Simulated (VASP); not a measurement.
Output of a VASP run:

**OSZICAR**
```
       N       E                     dE             d eps       ncg     rms          rms(c)
DAV:   1     0.617181570262E+02    0.61718E+02   -0.48029E+03  2168   0.987E+02
DAV:   2    -0.502260902420E+01   -0.66741E+02   -0.66144E+02  2173   0.320E+02
DAV:   3    -0.648822495506E+01   -0.14656E+01   -0.14113E+01  3299   0.540E+01
DAV:   4    -0.651860607193E+01   -0.30381E-01   -0.29373E-01  3182   0.537E+00
DAV:   5    -0.651875614873E+01   -0.15008E-03   -0.14524E-03  3494   0.307E-01    0.556E+00
DAV:   6    -0.590020736608E+01    0.61855E+00   -0.16381E+00  3282   0.182E+01    0.147E+00
DAV:   7    -0.584183117558E+01    0.58376E-01   -0.23603E-01  3479   0.577E+00    0.482E-01
DAV:   8    -0.583724690946E+01    0.45843E-02   -0.14033E-02  2798   0.206E+00    0.159E-01
DAV:   9    -0.583687468460E+01    0.37222E-03   -0.24380E-03  3520   0.699E-01    0.373E-02
DAV:  10    -0.583687440704E+01    0.27755E-06   -0.12464E-04  3347   0.147E-01    0.255E-03
DAV:  11    -0.583687356790E+01    0.83914E-06   -0.62862E-07  2859   0.928E-03    0.116E-03
DAV:  12    -0.583687278652E+01    0.78139E-06   -0.89228E-08  1925   0.458E-03    0.178E-04
DAV:  13    -0.583687279559E+01   -0.90708E-08   -0.70763E-09  1447   0.106E-03
   1 F= -.58368728E+01 E0= -.58368728E+01  d E =0.000000E+00
```

File OUTCAR:
```
------------------------ aborting loop because EDIFF is reached ----------------------------------------
  FORCE on cell =-STRESS in cart. coord.  units (eV):
  Direction    XX          YY          ZZ          XY          YZ          ZX
  --------------------------------------------------------------------------------------
  Total        0.0052942      0.0052942      0.0052942      0.0000000      0.0000000     -0.0000000
  in kB        0.3447087      0.3447087      0.3447087      0.0000000      0.0000000     -0.0000000
  external PRESSURE =       0.3447087 kB  Pullay stress =       0.0000000 kB
  volume of cell :       24.61
      direct lattice vectors                 reciprocal lattice vectors
     2.908622722  0.000000000  0.000000000     0.343805332  0.000000000  0.000000000
     0.000000000  2.908622722  0.000000000     0.000000000  0.343805332  0.000000000
     0.000000000  0.000000000  2.908622722     0.000000000  0.000000000  0.343805332
 POSITION                                       TOTAL-FORCE (eV/Angst)
 -----------------------------------------------------------------------------------
      0.00000      0.00000      0.00000         0.000000      0.000000      0.000000
 -----------------------------------------------------------------------------------
    total drift:                               -0.000000     -0.000000     -0.000000
  FREE ENERGIE OF THE ION-ELECTRON SYSTEM (eV)
  ---------------------------------------------------
  free  energy   TOTEN  =        -5.8368727956 eV

  energy  without entropy=       -5.8368727956  energy(sigma->0) =       -5.83687280

 total charge

# of ion       s       p       d       tot
------------------------------------------
    1        2.282   6.074   1.156   9.512
```
(Selected blocks of OUTCAR.)

POSCAR:
```
Sc
1
    2.9086227218     0.0000000000    -0.0000000000
   -0.0000000000     2.9086227218    -0.0000000000
    0.0000000000     0.0000000000     2.9086227218
Sc
1
Direct
  0.0000000000   0.0000000000   0.0000000000
```

Question: Reconstruct the remaining input files.

Answer: This is not unique; one that fits is the input of the run itself, PBEsol GGA, plane waves, VASP's PBE PAW potentials (set 64).

**KPOINTS**
```
Automatic mesh
0
Gamma
14 14 14
0 0 0
```

INCAR:
```
ALGO  =  Normal
EDIFF  =  1E-7
ENCUT  =  400
GGA  =  PS
ISIF  =  2
ISMEAR  =  -5
LASPH  =  T
LCHARG  =  T
LMAXMIX  =  4
LORBIT  =  11
LREAL  =  F
LWAVE  =  F
NEDOS  =  601
NELM  =  100
PREC  =  Accurate
SYSTEM  =  Sc
```

POTCAR, in this order: Sc_sv (PBE.64 set). Program: vasp_std.

For a metal the tetrahedron method with Blöchl corrections gives inexact stress and forces.

The structure was generated: Sc was put into the simple-cubic type (Pm-3m), which need not be its known phase. It was relaxed first, which changed the volume by -12 %.
